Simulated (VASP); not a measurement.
# CaTlClF2 with PW91: from relaxation to properties, part 3 of 7

Wanted: the relaxed cell of CaTlClF2 and its properties. The cell is invented: it takes the structure of a Materials Project entry for CaTlF3 (space group 8 there), with some of its atoms replaced by other elements, volume scaled by an estimate. It may not be a known or stable phase.

VASP 6.6.1, plane waves and PAW; the level of theory is named at each step.

So far, gap on the k-mesh (eV): step 3 (relaxing cell and atoms (PW91)) 3.93.

### Step 6. Bands along the symmetry lines (PW91)

Level of this step: PW91; plane waves and PAW (Tl_d, Ca_sv, Cl, F); invented cell (VASP).

The mesh alone shows little of the dispersion and can miss band extrema, so KPOINTS_OPT adds a path through the symmetry points after the self-consistent cycle.

INCAR

```
SYSTEM = CaTlClF2
PREC = Accurate
ENCUT = 520
EDIFF = 1E-06
NELM = 100
ISMEAR = -1
SIGMA = 0.05
LREAL = .FALSE.
ALGO = Normal
GGA = 91
NBANDS = 37
LORBIT = 11
LWAVE = .FALSE.
LCHARG = .FALSE.
KPAR = 2
```

POSCAR

```
CaTlClF2
1.0
    3.1674724006     -3.1642630293      0.0151758401
    3.1674724006      3.1642630293      0.0151758401
    0.0109148676      0.0000000000      5.7699244155
Tl Ca Cl F
1 1 1 2
Direct
    0.0014957693      0.0014957693      0.1123690822
    0.4983270139      0.4983270139      0.4870411418
    0.5013213719      0.5013213719      0.9668390797
    0.4969311727      0.9985106722      0.4340638482
    0.9985106722      0.4969311727      0.4340638482
```

KPOINTS

```
Automatic mesh
0
Gamma
5 5 4
0 0 0
```

KPOINTS_OPT

```
Line mode
16
Line-mode
Reciprocal
  0.00000000   0.00000000   0.00000000 GAMMA
 -0.49819100  -0.49819100  -0.50689741 Y

 -0.49819100  -0.49819100  -0.50689741 Y
 -0.49769208  -0.49769208  -0.50772413 F

 -0.49769208  -0.49769208  -0.50772413 F
 -0.50000000  -0.50000000  -0.50000000 L

 -0.50000000  -0.50000000  -0.50000000 L
 -0.50233157  -0.49766843  -0.50000000 I

 -0.49766843   0.49766843   0.50000000 I1
  0.00000000   0.00000000   0.50000000 Z

  0.00000000   0.00000000   0.50000000 Z
 -0.49868991  -0.49868991   0.49392930 H

 -0.49868991  -0.49868991   0.49392930 H
 -0.50230792  -0.50230792  -0.49227587 F1

 -0.50131009   0.49868991  -0.49392930 H1
 -0.50180900   0.49819100  -0.49310259 Y1

 -0.50180900   0.49819100  -0.49310259 Y1
 -0.50000000   0.50000000   0.00000000 X

 -0.50000000   0.50000000   0.00000000 X
  0.00000000   0.00000000   0.00000000 GAMMA

  0.00000000   0.00000000   0.00000000 GAMMA
 -0.50000000   0.00000000  -0.50000000 N

 -0.50000000   0.00000000   0.00000000 M
  0.00000000   0.00000000   0.00000000 GAMMA
```

Potentials, in the order of the species: Tl_d, Ca_sv, Cl and F (PBE family, release 64).

Run with:

```sh
> mpirun -np 2 vasp_std
```

Output:

```text
[... set-up lines as in an earlier step ...]
 entering main loop
       N       E                     dE             d eps       ncg     rms          rms(c)
DAV:   1     0.347532622052E+03    0.34753E+03   -0.21504E+04  2442   0.110E+03
DAV:   2    -0.141630095060E+01   -0.34895E+03   -0.33374E+03  2787   0.304E+02
DAV:   3    -0.246456715454E+02   -0.23229E+02   -0.23035E+02  3131   0.747E+01
DAV:   4    -0.257553963804E+02   -0.11097E+01   -0.11039E+01  3970   0.989E+00
DAV:   5    -0.257664911397E+02   -0.11095E-01   -0.11094E-01  2878   0.101E+00    0.937E+00
DAV:   6    -0.232916251819E+02    0.24749E+01   -0.72836E+00  2659   0.160E+01    0.392E+00
DAV:   7    -0.232085487557E+02    0.83076E-01   -0.55528E-01  2767   0.403E+00    0.247E+00
DAV:   8    -0.231546338597E+02    0.53915E-01   -0.17632E-01  2833   0.265E+00    0.454E-01
DAV:   9    -0.231566110339E+02   -0.19772E-02   -0.37009E-02  3202   0.103E+00    0.213E-01
DAV:  10    -0.231585467772E+02   -0.19357E-02   -0.43103E-03  2699   0.344E-01    0.101E-01
DAV:  11    -0.231590808592E+02   -0.53408E-03   -0.58223E-04  2773   0.117E-01    0.518E-02
DAV:  12    -0.231592306864E+02   -0.14983E-03   -0.20954E-04  2598   0.644E-02    0.109E-02
DAV:  13    -0.231592428344E+02   -0.12148E-04   -0.15871E-05  2979   0.223E-02    0.525E-03
DAV:  14    -0.231592456263E+02   -0.27919E-05   -0.26449E-06  2445   0.824E-03    0.220E-03
DAV:  15    -0.231592460051E+02   -0.37885E-06   -0.82038E-07  2344   0.471E-03
   1 F= -.23159246E+02 E0= -.23159246E+02  d E =-.676352E-10
 Start KPOINTS_OPT (optional k-point list driver)
k-point batch [1-33\192]
       N       E                     dE             ncg
DAV:   1    -0.228919430420E+04   -0.39922E+05     2442
DAV:   2    -0.133044969325E+05   -0.11015E+05     2931
DAV:   3    -0.140011528378E+05   -0.69666E+03     3364
DAV:   4    -0.140271041543E+05   -0.25951E+02     3765
DAV:   5    -0.140275926759E+05   -0.48852E+00     2923
DAV:   6    -0.140275977019E+05   -0.50260E-02     3149
DAV:   7    -0.140275978089E+05   -0.10699E-03     2986
DAV:   8    -0.140275978123E+05   -0.34002E-05     2392
DAV:   9    -0.140275978125E+05   -0.22521E-06     1679
[...]
k-point batch [166-192\192]
       N       E                     dE             ncg
DAV:   1    -0.127354430930E+04   -0.19010E+05     1998
DAV:   2    -0.103581990712E+05   -0.90847E+04     2279
DAV:   3    -0.109666582120E+05   -0.60846E+03     2627
DAV:   4    -0.109912520101E+05   -0.24594E+02     3261
DAV:   5    -0.109916010311E+05   -0.34902E+00     2342
DAV:   6    -0.109916077328E+05   -0.67017E-02     2629
DAV:   7    -0.109916078501E+05   -0.11738E-03     2477
DAV:   8    -0.109916078528E+05   -0.26389E-05     2077
DAV:   9    -0.109916078529E+05   -0.16348E-06     1382
```

Wall time 5.1 min (2 MPI ranks of AMD EPYC 7R43, shared host); peak memory 0.7 GiB.

OUTCAR, selected parts (step 6):

```text
   k-points           NKPTS =     33   k-points in BZ     NKDIM =     33   number of bands    NBANDS=     37

   NELECT =      44.0000    total number of electrons

 E-fermi :   1.3734

 k-point     1 :       0.0000    0.0000    0.0000
  band No.  band energies     occupation
    ...
     18      -1.7984      2.00000
     19      -1.6076      2.00000
     20      -1.1117      2.00000
     21      -1.0441      2.00000
     22      -1.0407      2.00000
     23       5.4001      0.00000
     24       6.4343      0.00000
     25       6.4377      0.00000
     26       6.6957      0.00000
     27       7.2408      0.00000
    ...

  Total        0.0010456      0.0326865      0.0340391      0.0000000      0.0000000     -0.0214646
  in kB        0.0144840      0.4527909      0.4715279      0.0000000      0.0000000     -0.2973387
  external PRESSURE =       0.3129342 kB  Pullay stress =       0.0000000 kB

 POSITION                                       TOTAL-FORCE (eV/Angst)
 -----------------------------------------------------------------------------------
      0.01070      0.00000      0.64841        -0.006269      0.000000     -0.005258
      3.16219      0.00000      2.82532        -0.000093      0.000000     -0.002737
      3.18640      0.00000      5.59380        -0.003625      0.000000     -0.002904
      4.74151      1.58713      2.52721         0.004994     -0.002719      0.005449
      4.74151     -1.58713      2.52721         0.004994      0.002719      0.005449
 -----------------------------------------------------------------------------------
    total drift:                                0.000331      0.000000     -0.000985

  FREE ENERGIE OF THE ION-ELECTRON SYSTEM (eV)
  ---------------------------------------------------
  free  energy   TOTEN  =       -23.1592460051 eV

  energy  without entropy=      -23.1592460051  energy(sigma->0) =      -23.15924601

[... 8 parts as in an earlier step ...]

[... 8 further parts left out ...]
```

Spin-orbit coupling is off here; with elements this heavy it splits and shifts levels by tenths of an eV or more.

Numbers from this step:

```yaml
bands: 37
fermi_energy: 1.373 eV
pressure: 0.03129 GPa
least_gap_on_mesh_and_path: 3.806 eV
least_direct_gap_on_mesh_and_path: 4.011 eV
valence_top_at_k: -0.5, 0, 0
least_direct_gap_at_k: -0.5, 0, 0
```

Electronic bands along the path, in eV, zero at the valence-band top; v1 is the highest filled band, c1 the lowest empty one:

| point | v4 | v3 | v2 | v1 | c1 | c2 | c3 | c4 |
| --- | --- | --- | --- | --- | --- | --- | --- | --- |
| Γ | -2.00 | -1.51 | -1.44 | -1.44 | 5.00 | 6.04 | 6.04 | 6.30 |
| 0.53 of the way | -2.14 | -1.82 | -1.60 | -0.50 | 4.76 | 5.30 | 5.94 | 6.84 |
| Y | -1.90 | -1.85 | -1.57 | -1.57 | 5.42 | 5.80 | 5.80 | 7.11 |
| 0.47 of the way | -1.90 | -1.85 | -1.57 | -1.57 | 5.42 | 5.80 | 5.80 | 7.11 |
| F | -1.90 | -1.85 | -1.57 | -1.57 | 5.42 | 5.80 | 5.80 | 7.11 |
| 0.53 of the way | -1.90 | -1.85 | -1.57 | -1.57 | 5.42 | 5.80 | 5.80 | 7.11 |
| L | -1.90 | -1.85 | -1.57 | -1.57 | 5.42 | 5.80 | 5.80 | 7.11 |
| 0.53 of the way | -1.90 | -1.85 | -1.57 | -1.57 | 5.42 | 5.80 | 5.80 | 7.11 |
| I | -1.90 | -1.85 | -1.57 | -1.57 | 5.42 | 5.80 | 5.80 | 7.11 |
| jump to I1 | -1.90 | -1.85 | -1.57 | -1.57 | 5.42 | 5.80 | 5.80 | 7.11 |
| 0.47 of the way | -2.13 | -1.96 | -1.54 | -0.52 | 4.63 | 5.31 | 6.10 | 7.04 |
| Z | -2.19 | -1.54 | -1.52 | -1.51 | 3.81 | 6.63 | 6.63 | 6.86 |
| 0.53 of the way | -2.13 | -1.96 | -1.54 | -0.53 | 4.63 | 5.31 | 6.11 | 7.04 |
| H | -1.90 | -1.85 | -1.57 | -1.57 | 5.42 | 5.80 | 5.80 | 7.11 |
| 0.47 of the way | -1.94 | -1.90 | -1.73 | -1.64 | 5.66 | 5.67 | 5.68 | 6.43 |
| F1 | -1.90 | -1.85 | -1.57 | -1.57 | 5.42 | 5.80 | 5.80 | 7.11 |
| jump to H1 | -1.90 | -1.85 | -1.57 | -1.57 | 5.42 | 5.80 | 5.80 | 7.11 |
| 0.47 of the way | -1.90 | -1.85 | -1.57 | -1.57 | 5.42 | 5.80 | 5.80 | 7.11 |
| Y1 | -1.90 | -1.85 | -1.57 | -1.57 | 5.42 | 5.80 | 5.80 | 7.11 |
| 0.47 of the way | -1.90 | -1.75 | -1.72 | -1.72 | 5.52 | 5.72 | 5.73 | 6.94 |
| X | -1.95 | -1.90 | -1.73 | -1.64 | 5.66 | 5.67 | 5.68 | 6.42 |
| 0.47 of the way | -2.17 | -1.70 | -1.61 | -0.45 | 4.90 | 5.31 | 5.77 | 6.48 |
| Γ | -2.00 | -1.51 | -1.44 | -1.44 | 5.00 | 6.04 | 6.04 | 6.30 |
| 0.47 of the way | -2.10 | -1.77 | -1.38 | -0.68 | 4.52 | 5.59 | 6.21 | 6.77 |
| N | -2.12 | -2.02 | -1.28 | -0.08 | 4.51 | 4.79 | 5.97 | 7.05 |
| jump to M | -2.30 | -1.61 | -1.23 | 0.00 | 4.01 | 5.30 | 5.89 | 6.49 |

Of the projections kept (Tl, Ca, Cl, F), the largest for each band there; the rest of the weight can lie on other orbitals:

| point | v4 | v3 | v2 | v1 | c1 | c2 | c3 | c4 |
| --- | --- | --- | --- | --- | --- | --- | --- | --- |
| Γ | F 0.51 | Cl 0.76 | Cl 0.91 | Cl 0.91 | Tl 0.79 | Ca 0.74 | Ca 0.74 | Ca 0.75 |
| Y | F 1.00 | Tl 0.61 | Cl 0.57 | Cl 0.57 | Tl 0.60 | Tl 0.61 | Tl 0.61 | Ca 0.89 |
| F | F 1.00 | Tl 0.61 | Cl 0.57 | Cl 0.57 | Tl 0.60 | Tl 0.61 | Tl 0.61 | Ca 0.89 |
| L | F 1.00 | Tl 0.61 | Cl 0.57 | Cl 0.57 | Tl 0.60 | Tl 0.61 | Tl 0.61 | Ca 0.89 |
| I | F 1.00 | Tl 0.61 | Cl 0.57 | Cl 0.57 | Tl 0.60 | Tl 0.61 | Tl 0.61 | Ca 0.89 |
| I1 | F 1.00 | Tl 0.61 | Cl 0.57 | Cl 0.57 | Tl 0.60 | Tl 0.61 | Tl 0.61 | Ca 0.89 |

The path lowers the gap by 0.12 eV against the mesh alone, so a band edge lies off the mesh.

### Step 7. Density of states (PW91)

A density of states needs more k-points than a total energy; ISMEAR = -5 takes tetrahedra, and LORBIT projects the states on the PAW spheres. The mesh is finer than in the run before.

INCAR: that of step 6 with these lines changed.

```diff
@@ -5,3 +5,3 @@
 NELM = 100
-ISMEAR = -1
+ISMEAR = -5
 SIGMA = 0.05
@@ -15 +15,2 @@
 KPAR = 2
+NEDOS = 2001
```

POSCAR is that of step 6.

KPOINTS

```
Automatic mesh
0
Gamma
8 8 6
0 0 0
```

Run with:

```sh
> mpirun -np 2 vasp_std
```

Output:

```text
[... set-up lines as in an earlier step ...]
 entering main loop
       N       E                     dE             d eps       ncg     rms          rms(c)
DAV:   1     0.345561576395E+03    0.34556E+03   -0.21597E+04  8436   0.110E+03
DAV:   2    -0.188457061443E+01   -0.34745E+03   -0.33360E+03  9622   0.304E+02
DAV:   3    -0.247625864536E+02   -0.22878E+02   -0.22698E+02 11009   0.741E+01
DAV:   4    -0.257543375809E+02   -0.99175E+00   -0.98648E+00 13461   0.964E+00
DAV:   5    -0.257664811089E+02   -0.12144E-01   -0.12143E-01 10043   0.102E+00    0.937E+00
DAV:   6    -0.232911659776E+02    0.24753E+01   -0.72931E+00  9214   0.160E+01    0.392E+00
DAV:   7    -0.232085390530E+02    0.82627E-01   -0.55952E-01  9692   0.402E+00    0.247E+00
DAV:   8    -0.231547153510E+02    0.53824E-01   -0.17639E-01  9843   0.265E+00    0.458E-01
DAV:   9    -0.231566182259E+02   -0.19029E-02   -0.37318E-02 11160   0.105E+00    0.213E-01
DAV:  10    -0.231585551968E+02   -0.19370E-02   -0.43414E-03  9395   0.349E-01    0.102E-01
DAV:  11    -0.231590817408E+02   -0.52654E-03   -0.57437E-04  9446   0.116E-01    0.527E-02
DAV:  12    -0.231592327875E+02   -0.15105E-03   -0.21595E-04  9197   0.659E-02    0.109E-02
DAV:  13    -0.231592449438E+02   -0.12156E-04   -0.16266E-05 10078   0.227E-02    0.526E-03
DAV:  14    -0.231592477278E+02   -0.27840E-05   -0.26050E-06  8618   0.822E-03    0.221E-03
DAV:  15    -0.231592481226E+02   -0.39483E-06   -0.84796E-07  8248   0.476E-03
   1 F= -.23159248E+02 E0= -.23159248E+02  d E =0.000000E+00
```

Elapsed: 4.1 min, on 2 MPI ranks; peak memory 1.1 GiB; 8.2 min of CPU time.

From OUTCAR (step 7):

```text
   k-points           NKPTS =    114   k-points in BZ     NKDIM =    114   number of bands    NBANDS=     37

   NELECT =      44.0000    total number of electrons

 E-fermi :   0.4066

 k-point     1 :       0.0000    0.0000    0.0000
  band No.  band energies     occupation
    ...
     18      -1.7984      2.00000
     19      -1.6075      2.00000
     20      -1.1117      2.00000
     21      -1.0441      2.00000
     22      -1.0407      2.00000
     23       5.4001      0.00000
     24       6.4344      0.00000
     25       6.4377      0.00000
     26       6.6957      0.00000
     27       7.2408      0.00000
    ...

  Total        0.0014704      0.0328967      0.0341525      0.0000000      0.0000000     -0.0213086
  in kB        0.0203683      0.4557024      0.4730984      0.0000000      0.0000000     -0.2951780
  external PRESSURE =       0.3163897 kB  Pullay stress =       0.0000000 kB

 POSITION                                       TOTAL-FORCE (eV/Angst)
 -----------------------------------------------------------------------------------
      0.01070      0.00000      0.64841        -0.006269     -0.000000     -0.005123
      3.16219      0.00000      2.82532        -0.000089     -0.000000     -0.002764
      3.18640      0.00000      5.59380        -0.003630     -0.000000     -0.003056
      4.74151      1.58713      2.52721         0.004994     -0.002721      0.005472
      4.74151     -1.58713      2.52721         0.004994      0.002721      0.005472
 -----------------------------------------------------------------------------------
    total drift:                                0.000330      0.000000     -0.000914

  FREE ENERGIE OF THE ION-ELECTRON SYSTEM (eV)
  ---------------------------------------------------
  free  energy   TOTEN  =       -23.1592481226 eV

  energy  without entropy=      -23.1592481226  energy(sigma->0) =      -23.15924812

[... 7 parts as in an earlier step ...]

[... 9 further parts left out ...]
```

This step gave:

- irreducible k-points: 114
- Fermi energy: 0.4066 eV
- pressure: 0.03164 GPa
- valence top at k: 0.5, 0, 0
- least direct gap at k: 0.5, 0, 0
- gap on the k-mesh: 3.806 eV
- least direct gap on the k-mesh: 4.011 eV

The density of states has structure finer than the step of the table below, so its rows give means over 1 eV, whole bins alone (the curve runs from -12.0 to 7.53 eV). Peaks (eV: height): total -9.0: 122, -2.1: 20.9; F p -2.8: 9.38, -2.2: 6.53, -2.1: 8.69, -2.0: 4.53; Ca d 7.0: 6.52; Tl d -9.0: 117.

States under -12.0 eV and over 7.5 eV are left out; flat bands give spikes narrower than the energy grid, so sums over such rows miss the true count of states. The density of states by energy, zero at the valence-band top; means over each step; values in states/eV/cell:

| energy (eV) | total | F p | Ca d | Tl d |
| --- | --- | --- | --- | --- |
| -10 | 0 | 0 | 0 | 0 |
| -9 | 8.90 | 0.00731 | 2.4e-4 | 8.55 |
| -8 | 0 | 0 | 0 | 0 |
| -7 | 0 | 0 | 0 | 0 |
| -6 | 0 | 0 | 0 | 0 |
| -5 | 0 | 0 | 0 | 0 |
| -4 | 2.11 | 0.476 | 0.0121 | 0.00346 |
| -3 | 6.98 | 4.46 | 0.137 | 0.0231 |
| -2 | 7.95 | 3.51 | 0.0603 | 0.0263 |
| -1 | 2.27 | 0.178 | 0.00571 | 0.0139 |
| 0 | 0.806 | 0.0719 | 0.00166 | 0.00230 |
| 1 | 0 | 0 | 0 | 0 |
| 2 | 0 | 0 | 0 | 0 |
| 3 | 0 | 0 | 0 | 0 |
| 4 | 0.560 | 0.0207 | 0.00661 | 7.9e-4 |
| 5 | 2.79 | 0.143 | 0.0798 | 0.00512 |
| 6 | 2.75 | 0.116 | 0.376 | 0.00482 |
| 7 | 5.96 | 0.142 | 3.23 | 0.0158 |

The gap on this mesh is 3.81 eV.

[end of part 3 of 7]

[Lines on the potential files, build, host, timing and source positions are cut from VASP's logs without a mark.]

[Logs are printed without paths, hosts, clocks, repeated set-up lines and the standing remarks that a program may print on its own settings, such as how far it seeks lower states.]

[Hosts, paths, dates, database ids (printed as entryN), source tags and the programs' standing remarks are cut or masked in the printed files.]

[A measured line is paired with the nearest computed mode of its activity, which favours agreement.]
